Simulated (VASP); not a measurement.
Input:

```
CELL_PARAMETERS angstrom
      0.00000     2.26284     2.26284
      2.26284     0.00000     2.26284
      2.26284     2.26284     0.00000
ATOMIC_POSITIONS crystal
  Li 0.25000 0.25000 0.25000
  Li 0.75000 0.75000 0.75000
  O  0.00000 0.00000 0.00000
```

Calculation: PW91 GGA, VASP's PBE PAW potentials (set 64) (plane waves; VASP). Run with 520 eV cut-off, 8×8×8 Γ-centred mesh, Gaussian smearing of 0.050 eV, potentials Li_sv O.

Task: Give the stress tensor in GPa (positive for a compressed cell).

Result: 
```
6.07  0.00  0.00
0.00  6.07  0.00
0.00  0.00  6.07
```
The pressure is its mean diagonal, 6.07 GPa.

The compound is Li2O in the antifluorite structure. This cell is one point of a volume scan, at 0.94 of the reference volume.
